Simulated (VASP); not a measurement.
```xyz
2
Lattice="0.0000 3.2789 3.2789 3.2789 0.0000 3.2789 3.2789 3.2789 0.0000" Properties=species:S:1:pos:R:3 pbc="T T T"
Te     3.2789     3.2789     3.2789
Pb     3.2789     3.2789     0.0000
```

Calculation: SCAN meta-GGA, VASP's PBE PAW potentials (set 64) (plane waves; VASP 6.6.1). Numerical set-up: 520 eV cut-off, 7×7×7 Γ-centred mesh, Gaussian smearing of 0.050 eV, potentials Te Pb_d.

Q: Give the stress tensor in GPa (positive for a compressed cell).

A: 
```
-1.15   0.00   0.00
 0.00  -1.15   0.00
 0.00   0.00  -1.15
```
The pressure is its mean diagonal, -1.15 GPa.

The compound is PbTe in the rock salt structure. This cell is one point of a volume scan, at 1.03 of the reference volume.
